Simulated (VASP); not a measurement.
**Nd2SO2: O into a neighbouring O vacancy**

Wanted: the minimum-energy path in Nd2SO2 for this move: O into a neighbouring O vacancy. The start is a cell from a database of measured crystal structures.

Program: VASP 6.6.1. Level of theory: PBEsol, 4f electrons in the core; plane waves and PAW (Nd_3, S, O). Results are calculated unless marked as measured.

Report form: the programs' logs are mostly left out.

## Step 1: The host crystal

Symmetry: P-3m1, No. 164, trigonal system. Conventional cell: a = 3.946 Å, b = 3.946 Å, c = 6.790 Å, α = 90.00°, β = 90.00°, γ = 120.00°. Nearest to Nd lie 4 O at 2.33 to 2.38 Å and 3 S at 3.01 Å. Nearest to S lie 6 Nd at 3.01 Å. O has 4 Nd at 2.33 to 2.38 Å nearest. Farther neighbours and most contacts between anions are not listed.

Coordinates:

```cif
data_structure
_symmetry_space_group_name_H-M 'P-3m1'
_symmetry_Int_Tables_number 164
_cell_length_a 3.9460
_cell_length_b 3.9460
_cell_length_c 6.7900
_cell_angle_alpha 90.000
_cell_angle_beta 90.000
_cell_angle_gamma 120.000
_cell_volume 91.56
loop_
_atom_site_label
_atom_site_type_symbol
_atom_site_symmetry_multiplicity
_atom_site_Wyckoff_symbol
_atom_site_fract_x
_atom_site_fract_y
_atom_site_fract_z
_atom_site_occupancy
Nd1 Nd 2 d 0.66667 0.33333 0.71000 1
S1 S 1 a 0.00000 0.00000 0.00000 1
O1 O 2 d 0.66667 0.33333 0.36000 1
```

## Step 2: Relax the host

The later steps need the crystal at this functional's own lattice; a raised cutoff keeps the stress reliable while the cell changes.

INCAR reads:

```
SYSTEM = Nd2SO2
PREC = Accurate
ENCUT = 520
EDIFF = 1E-06
NELM = 120
ISMEAR = 0
SIGMA = 0.1
LREAL = .FALSE.
ALGO = Normal
GGA = PS
NBANDS = 26
LORBIT = 11
LWAVE = .FALSE.
LCHARG = .FALSE.
KPAR = 3
IBRION = 2
NSW = 40
ISIF = 3
EDIFFG = -0.02
POTIM = 0.4
```

POSCAR reads:

```
Nd2SO2
1.0
    3.9460000000      0.0000000000      0.0000000000
   -1.9730000000      3.4173362433      0.0000000000
    0.0000000000      0.0000000000      6.7900000000
Nd S O
2 1 2
Direct
    0.6666666667      0.3333333333      0.7100000000
    0.3333333333      0.6666666667      0.2900000000
    0.0000000000      0.0000000000      0.0000000000
    0.6666666667      0.3333333333      0.3600000000
    0.3333333333      0.6666666667      0.6400000000
```

KPOINTS reads:

```
Automatic mesh
0
Gamma
6 6 3
0 0 0
```

The projector-augmented-wave data sets are Nd_3, S and O (PBE family, release 64).

Launch:

```
mpirun -np 3 vasp_std
```

Run time: 94 s. Hardware: 3 MPI ranks of Intel Xeon Platinum 8259CL at 2.50GHz (Skylake/Cascade Lake), shared host; peak memory 0.7 GiB.

The data set Nd_3 holds the 4f electrons frozen in the core, so no f bands or f moments appear. The gap is read on the k-mesh alone, so it is an upper bound where the band edges lie off the mesh. The PAW data sets were made with PBE, which is usual practice but a small mismatch for other functionals. The run keeps the 12 symmetry operations of its start, so it cannot find a distortion of lower symmetry.

Relaxation path:

```csv
step,energy less that of the first step (eV),largest force (eV/Å),pressure (GPa),volume (Å³)
1,0.0000,1.5398,0.15,91.56
2,-0.1476,0.3770,-1.50,91.74
3,-0.1535,0.2506,-1.83,91.79
4,-0.1624,0.0828,1.27,89.50
5,-0.1649,0.1377,0.25,90.21
6,-0.1671,0.0872,0.16,90.33
7,-0.1686,0.0263,0.04,90.54
8,-0.1687,0.0068,-0.08,90.62
```

```
conventional cell, symmetrised  before  after  change
                         a (Å)   3.946  3.936  -0.2 %
                         b (Å)   3.946  3.936  -0.2 %
                         c (Å)   6.790  6.754  -0.5 %
              volume (Å³/atom)   18.31  18.12  -1.0 %
```

The atoms that moved most (Å, as changes of fractional coordinates times the final cell):

```
atom     dx     dy      dz  length
  O4  0.000  0.000   0.070   0.070
  O5  0.000  0.000  -0.070   0.070
 Nd2  0.000  0.000  -0.068   0.068
 Nd1  0.000  0.000   0.068   0.068
```

Final coordinates:

```xyz
5
Lattice="3.9362 0.0000 0.0000 -1.9681 3.4088 0.0000 0.0000 0.0000 6.7539" Properties=species:S:1:pos:R:3 pbc="T T T"
Nd    1.9681    1.1363    4.8633
Nd    0.0000    2.2725    1.8906
S     0.0000    0.0000    0.0000
O     1.9681    1.1363    2.5013
O     0.0000    2.2725    4.2526
```

A gap read on the k-mesh alone can miss the band edges.

Numbers from this step:

```
electronic cycles                               : 66
electrons                                       : 40
free energy (TOTEN)                             : -40.79 eV
Fermi energy                                    : 3.355 eV
labelled metallic, from the levels on this mesh : no
gap on the k-mesh                               : 2.794 eV
least direct gap on the k-mesh                  : 3.383 eV
```

The run ended after 8 ionic steps, 0.169 eV below its first step, once forces and stress met EDIFFG = -0.02.

## Step 3: Relax the start

System of this step: Nd8S4O7. The cell holds 19 atoms: 8 Nd, 4 S and 7 O. Cell: a = 9.597 Å, b = 9.597 Å, c = 7.817 Å, α = 127.4°, β = 127.4°, γ = 90.5°. It derives from Nd2SO2. Nearest the centre at fractional (0.500, 0.500, 0.500): O16 at 1.43 Å, Nd1 at 1.87 Å, Nd5 at 1.89 Å, O18 at 3.11 Å, O14 at 3.11 Å, O15 at 3.14 Å, O19 at 3.15 Å, Nd8 at 3.34 Å.

A path needs two true minima; the start is relaxed with symmetry off.

INCAR reads:

```
SYSTEM = Nd8S4O7
PREC = Normal
ENCUT = 400
EDIFF = 1E-05
NELM = 120
ISMEAR = 0
SIGMA = 0.05
LREAL = Auto
ALGO = Fast
GGA = PS
NBANDS = 96
LORBIT = 11
LWAVE = .FALSE.
LCHARG = .FALSE.
KPAR = 3
IBRION = 2
NSW = 60
ISIF = 2
EDIFFG = -0.05
POTIM = 0.4
MAXMIX = 40
ISYM = 0
```

POSCAR reads:

```
Nd8S4O7
1.0
   -5.9042522344      3.4088216169      6.7538569010
    5.9042522344     -3.4088216169      6.7538569010
    1.9680840782      3.4088216169     -6.7538569010
Nd S O
8 4 7
Direct
    0.5296030676      0.6959425703      0.5044933765
    0.0300203789      0.1920483599      0.5006731550
    0.0289480871      0.6933982277      0.0011929695
    0.5275964016      0.1949686350      0.0008723237
    0.4721047095      0.3038060038      0.4974121472
    0.9729799650      0.8077764284      0.5016961850
    0.9725540248      0.3042781320     -0.0031182064
    0.4785832715      0.8093183139      0.0049941499
   -0.0058003170     -0.0099173672     -0.0152001367
    0.5009485102      0.4995625500     -0.0001324890
    0.4961787194      0.0031902700      0.5004871801
    0.0028789005      0.5071200746      0.5080354648
    0.8472556327      0.0150338126      0.4914420417
    0.8472302875      0.5159741676     -0.0051238208
    0.3489254218      0.0167948037     -0.0043402655
    0.6475123470      0.4810360616      0.5003991704
    0.1512469414      0.9847815684      0.5054298862
    0.1495614855      0.4797428959      0.0011407762
    0.6463674202      0.9835063770     -0.0024826928
```

KPOINTS reads:

```
Automatic mesh
0
Gamma
3 3 3
0 0 0
```

Launch:

```
mpirun -np 3 vasp_std
```

Elapsed: 16 min, on 3 MPI ranks; peak memory 1.4 GiB.

Relaxation path:

```csv
step,energy less that of the first step (eV),largest force (eV/Å)
1,0.0000,0.9809
2,-0.1436,0.4638
3,-0.1945,0.2803
4,-0.2135,0.1955
5,-0.2176,0.1649
6,-0.2226,0.0835
7,-0.2237,0.0535
8,-0.2237,0.0515
9,-0.2245,0.0287
```

The atoms that moved most (Å):

```csv
atom,dx,dy,dz,length
S9,0.065,0.055,0.027,0.090
Nd1,-0.005,-0.019,0.079,0.082
Nd8,0.071,0.008,-0.022,0.075
Nd7,0.011,-0.070,-0.007,0.072
O19,-0.053,0.004,-0.047,0.071
S12,-0.059,-0.002,-0.010,0.060
Nd5,-0.047,0.035,0.003,0.058
O16,0.039,-0.024,-0.029,0.054
```

The relaxed structure:

```xyz
19
Lattice="-5.9043 3.4088 6.7539 5.9043 -3.4088 6.7539 1.9681 3.4088 -6.7539" Properties=species:S:1:pos:R:3 pbc="T T T"
Nd    1.9696    1.1337    4.9492
Nd    1.9634    1.1361   -1.8874
Nd    3.9356   -2.2706    4.8590
Nd   -1.9668    1.1314    4.8643
Nd   -0.0615    2.3042    1.8842
Nd   -0.0036    2.2699    8.6501
Nd   -3.9405    2.1970    8.6372
Nd    2.0336   -1.1026    8.6431
S     0.0112    0.0176    0.0232
S    -0.0075   -0.0292    6.7785
S    -1.9580    3.3993   -0.0341
S     3.9178    0.0110    0.0037
O    -3.9529    4.5492    2.5120
O    -1.9606    1.1438    9.2645
O    -1.9690    1.1167    2.5178
O     0.0406    2.2495    4.2132
O     5.9070   -1.1418    4.2633
O     1.9592   -1.0967    4.2168
O     1.9329   -1.1532   10.9776
```

This step gave:

| Item | Value |
| --- | --- |
| electronic cycles | 88 |
| electrons | 154 |
| free energy (TOTEN) | -151.9308 eV |
| Fermi energy | 5.243 eV |
| gap on the k-mesh | 0.4790 eV |
| least direct gap on the k-mesh | 0.5779 eV |

The run ended after 9 ionic steps, 0.224 eV below its first step, once the forces on the free atoms met EDIFFG = -0.05.

## Step 4: Relax the end

The end state is relaxed in the same way, so that both ends share their errors.

INCAR is that of step 3.

POSCAR reads:

```
Nd8S4O7
1.0
   -5.9042522344      3.4088216169      6.7538569010
    5.9042522344     -3.4088216169      6.7538569010
    1.9680840782      3.4088216169     -6.7538569010
Nd S O
8 4 7
Direct
    0.5225754837      0.6910228214      0.4944540988
    0.0260495291      0.1924535193      0.5013378258
    0.0265979487      0.6901585407     -0.0019350863
    0.5264903874      0.1926413160      0.0039404618
    0.4764485122      0.3086318383      0.5060351560
    0.9758784775      0.8060485243      0.5012502259
    0.9700897140      0.3062054321      0.0007569593
    0.4731365654      0.8068443447     -0.0022412858
   -0.0065538032     -0.0036697696     -0.0066843711
    0.5010461679      0.5022944035      0.0052365054
    0.5020006551      0.0013444311      0.5019580140
    0.0006120111      0.5024619324      0.5033547559
    0.8516068097      0.0160673170      0.5039880209
    0.8498287999      0.5160948030     -0.0002070477
    0.3512088053      0.0196762866     -0.0020203359
    0.3556100818      0.5209761743      0.5026254349
    0.1433464470      0.9789371214      0.4971193712
    0.1468115892      0.4847627097      0.0039648214
    0.6488577803      0.9828383635     -0.0004757852
```

KPOINTS is that of step 3.

Launch:

```
mpirun -np 3 vasp_std
```

The job ended after 15 min (3 MPI ranks; peak memory 1.4 GiB; 46 min of CPU time).

Relaxation path:

```csv
step,energy less that of the first step (eV),largest force (eV/Å)
1,0.0000,1.1270
2,-0.1570,0.5490
3,-0.2032,0.3354
4,-0.2189,0.1066
5,-0.2202,0.1011
6,-0.2225,0.0583
7,-0.2233,0.0431
```

The atoms that moved most (Å):

```csv
atom,dx,dy,dz,length
Nd4,-0.064,-0.053,0.033,0.089
Nd5,-0.005,-0.024,-0.085,0.088
Nd3,0.027,0.067,0.001,0.072
Nd1,0.067,-0.013,0.006,0.068
O14,0.011,-0.037,0.047,0.061
O15,0.031,0.030,0.011,0.045
O18,-0.042,-0.008,-0.011,0.045
O19,0.003,0.019,-0.032,0.038
```

Final coordinates:

```cif
data_structure
_symmetry_space_group_name_H-M 'P 1'
_symmetry_Int_Tables_number 1
_cell_length_a 9.5966
_cell_length_b 9.5966
_cell_length_c 7.8172
_cell_angle_alpha 127.448
_cell_angle_beta 127.448
_cell_angle_gamma 90.539
_cell_volume 362.48
loop_
_atom_site_label
_atom_site_type_symbol
_atom_site_fract_x
_atom_site_fract_y
_atom_site_fract_z
_atom_site_occupancy
Nd1 Nd 0.52112 0.69901 0.50010 1
Nd2 Nd 0.02610 0.19310 0.50083 1
Nd3 Nd 0.03649 0.69857 0.01625 1
Nd4 Nd 0.52108 0.18305 0.98411 1
Nd5 Nd 0.46661 0.29999 0.50011 1
Nd6 Nd 0.97297 0.80680 0.50105 1
Nd7 Nd 0.97275 0.30615 0.00036 1
Nd8 Nd 0.47412 0.80759 0.00194 1
S9 S 0.99506 0.99487 0.99436 1
S10 S 0.50100 0.50115 0.00630 1
S11 S 0.50216 0.00124 0.49976 1
S12 S 0.99882 0.50160 0.50209 1
O13 O 0.85140 0.01739 0.50096 1
O14 O 0.84789 0.51826 0.99302 1
O15 O 0.35641 0.02665 0.00854 1
O16 O 0.35771 0.51845 0.50094 1
O17 O 0.14578 0.98164 0.50065 1
O18 O 0.14483 0.47797 0.99684 1
O19 O 0.64933 0.98232 0.00423 1
```

This step gave:

| Item | Value |
| --- | --- |
| electronic cycles | 79 |
| free energy (TOTEN) | -151.9304 eV |
| Fermi energy | 5.234 eV |
| gap on the k-mesh | 0.4807 eV |
| least direct gap on the k-mesh | 0.5795 eV |

The run ended after 7 ionic steps, 0.223 eV below its first step, once the forces on the free atoms met EDIFFG = -0.05.

## Step 5: Nudged elastic band

Images on a straight line between the ends relax across the path, while springs keep them spaced along it.

INCAR reads:

```
SYSTEM = Nd8S4O7
PREC = Normal
ENCUT = 400
EDIFF = 1E-05
NELM = 120
ISMEAR = 0
SIGMA = 0.05
LREAL = Auto
ALGO = Fast
GGA = PS
NBANDS = 96
LWAVE = .FALSE.
LCHARG = .FALSE.
IMAGES = 3
SPRING = -5
IBRION = 1
POTIM = 0.3
NSW = 60
EDIFFG = -0.05
ISYM = 0
ISIF = 0
```

POSCAR reads:

```
Nd8S4O7
1.0
   -5.9042522344      3.4088216169      6.7538569010
    5.9042522344     -3.4088216169      6.7538569010
    1.9680840782      3.4088216169     -6.7538569010
Nd S O
8 4 7
Direct
    0.5326852023      0.6997317164      0.4996266996
    0.0269217756      0.1929981523      0.4993687366
    0.0266749135      0.6931227233      0.0003524975
    0.5260589560      0.1932534769      0.9990878205
    0.4774617319      0.3006690507      0.4991487864
    0.9733278230      0.8063988283      0.4989556662
    0.9616763185      0.2999943647      0.9828228494
    0.4781330741      0.8173157908      0.0157252595
    0.0042931073      0.0044339850      0.0052922437
    0.4975427337      0.4987235226      0.9926222344
    0.4960824373      0.9980596580      0.4991934890
    0.0018916154      0.4987511495      0.5000980372
    0.8532366208      0.0174829010      0.4987832382
    0.8536465457      0.5207048390      0.0026112223
    0.3501854538      0.0181721621      0.9955644145
    0.6418732170      0.4820472732      0.5000918149
    0.1481423416      0.9822342085      0.4991421786
    0.1513205527      0.4806175957      0.0075807867
    0.6435408350      0.9736504872      0.9918032397
```

KPOINTS is that of step 4.

00/POSCAR reads:

```
Nd8S4O7
1.0
   -5.9042522344      3.4088216169      6.7538569010
    5.9042522344     -3.4088216169      6.7538569010
    1.9680840782      3.4088216169     -6.7538569010
Nd S O
8 4 7
Direct
    0.5326852023      0.6997317164      0.4996266996
    0.0269217756      0.1929981523      0.4993687366
    0.0266749135      0.6931227233      0.0003524975
    0.5260589560      0.1932534769      0.9990878205
    0.4774617319      0.3006690507      0.4991487864
    0.9733278230      0.8063988283      0.4989556662
    0.9616763185      0.2999943647      0.9828228494
    0.4781330741      0.8173157908      0.0157252595
    0.0042931073      0.0044339850      0.0052922437
    0.4975427337      0.4987235226      0.9926222344
    0.4960824373      0.9980596580      0.4991934890
    0.0018916154      0.4987511495      0.5000980372
    0.8532366208      0.0174829010      0.4987832382
    0.8536465457      0.5207048390      0.0026112223
    0.3501854538      0.0181721621      0.9955644145
    0.6418732170      0.4820472732      0.5000918149
    0.1481423416      0.9822342085      0.4991421786
    0.1513205527      0.4806175957      0.0075807867
    0.6435408350      0.9736504872      0.9918032397
```

01/POSCAR reads:

```
Nd8S4O7
1.0
   -5.9042522344      3.4088216169      6.7538569010
    5.9042522344     -3.4088216169      6.7538569010
    1.9680840782      3.4088216169     -6.7538569010
Nd S O
8 4 7
Direct
    0.5297943410      0.6995511858      0.4997458623
    0.0267173070      0.1930243620      0.4997344933
    0.0291296078      0.6944843010      0.0043267630
    0.5248141229      0.1907016938      0.9953442460
    0.4747484430      0.3005000055      0.4993897091
    0.9732376832      0.8064990501      0.4994792628
    0.9644453186      0.3015330886      0.9872072036
    0.4771303245      0.8148840015      0.0122785258
    0.0019850684      0.0020428943      0.0025593057
    0.4984082746      0.4993310558      0.9960429117
    0.4976026411      0.9988539898      0.4993348093
    0.0011230459      0.4994641823      0.5005969547
    0.8527770946      0.0174599799      0.4993283096
    0.8522075798      0.5200926274      0.0002133544
    0.3517423174      0.0202906766      0.9988090424
    0.5708315879      0.4911468180      0.5003033828
    0.1475525960      0.9820848044      0.4995202960
    0.1496974684      0.4799568436      0.0048947037
    0.6449871098      0.9758173808      0.9949087097
```

02/POSCAR reads:

```
Nd8S4O7
1.0
   -5.9042522344      3.4088216169      6.7538569010
    5.9042522344     -3.4088216169      6.7538569010
    1.9680840782      3.4088216169     -6.7538569010
Nd S O
8 4 7
Direct
    0.5269034797      0.6993706553      0.4998650250
    0.0265128384      0.1930505718      0.5001002500
    0.0315843020      0.6958458787      0.0083010284
    0.5235692897      0.1881499108      0.9916006716
    0.4720351542      0.3003309604      0.4996306318
    0.9731475434      0.8065992718      0.5000028594
    0.9672143186      0.3030718126      0.9915915579
    0.4761275749      0.8124522122      0.0088317920
   -0.0003229706     -0.0003481965     -0.0001736323
    0.4992738156      0.4999385889      0.9994635890
    0.4991228449      0.9996483216      0.4994761296
    0.0003544765      0.5001772151      0.5010958722
    0.8523175684      0.0174370588      0.4998733810
    0.8507686140      0.5194804158     -0.0021845135
    0.3532991810      0.0224091912      1.0020536702
    0.4997899588      0.5002463628      0.5005149506
    0.1469628505      0.9819354002      0.4998984134
    0.1480743841      0.4792960915      0.0022086208
    0.6464333845      0.9779842745      0.9980141796
```

03/POSCAR reads:

```
Nd8S4O7
1.0
   -5.9042522344      3.4088216169      6.7538569010
    5.9042522344     -3.4088216169      6.7538569010
    1.9680840782      3.4088216169     -6.7538569010
Nd S O
8 4 7
Direct
    0.5240126184      0.6991901248      0.4999841878
    0.0263083699      0.1930767815      0.5004660068
    0.0340389963      0.6972074564      0.0122752939
    0.5223244566      0.1855981278      0.9878570971
    0.4693218653      0.3001619152      0.4998715546
    0.9730574035      0.8066994936      0.5005264561
    0.9699833187      0.3046105365      0.9959759122
    0.4751248253      0.8100204228      0.0053850583
   -0.0026310095     -0.0027392872     -0.0029065703
    0.5001393565      0.5005461220      1.0028842664
    0.5006430487      1.0004426534      0.4996174500
   -0.0004140930      0.5008902479      0.5015947897
    0.8518580422      0.0174141377      0.5004184524
    0.8493296482      0.5188682043     -0.0045823814
    0.3548560446      0.0245277058      1.0052982980
    0.4287483296      0.5093459077      0.5007265185
    0.1463731049      0.9817859960      0.5002765307
    0.1464512998      0.4786353394     -0.0004774622
    0.6478796592      0.9801511682      1.0011196496
```

04/POSCAR reads:

```
Nd8S4O7
1.0
   -5.9042522344      3.4088216169      6.7538569010
    5.9042522344     -3.4088216169      6.7538569010
    1.9680840782      3.4088216169     -6.7538569010
Nd S O
8 4 7
Direct
    0.5211217571      0.6990095942      0.5001033505
    0.0261039013      0.1931029912      0.5008317635
    0.0364936906      0.6985690341      0.0162495594
    0.5210796235      0.1830463447      0.9841135226
    0.4666085764      0.2999928700      0.5001124773
    0.9729672637      0.8067997154      0.5010500527
    0.9727523188      0.3061492604      1.0003602664
    0.4741220757      0.8075886335      0.0019383246
   -0.0049390484     -0.0051303779     -0.0056395083
    0.5010048974      0.5011536552      1.0063049437
    0.5021632525      1.0012369852      0.4997587703
   -0.0011826624      0.5016032807      0.5020937072
    0.8513985160      0.0173912166      0.5009635238
    0.8478906823      0.5182559927     -0.0069802493
    0.3564129082      0.0266462203      1.0085429259
    0.3577067005      0.5184454525      0.5009380864
    0.1457833593      0.9816365919      0.5006546481
    0.1448282155      0.4779745873     -0.0031635452
    0.6493259340      0.9823180618      1.0042251196
```

Launch:

```
mpirun -np 3 vasp_std
```

The job ended after 3.2 h (3 MPI ranks; peak memory 1.3 GiB).

The run was stopped at its time limit, so it gives no result of its own.

## Step 6: Results

```json
{
  "result": "none"
}
```

The session ends without its result: «nudged elastic band» met its time limit.

[Lines on the potential files, build, host, timing and source positions are cut from VASP's logs without a mark.]

[Logs are printed without paths, hosts, clocks, repeated set-up lines and the standing remarks that a program may print on its own settings, such as how far it seeks lower states.]

[Hosts, paths, dates, database ids (printed as entryN), source tags and the programs' standing remarks are cut or masked in the printed files.]

[Runs that stopped without an error message from VASP are left out.]
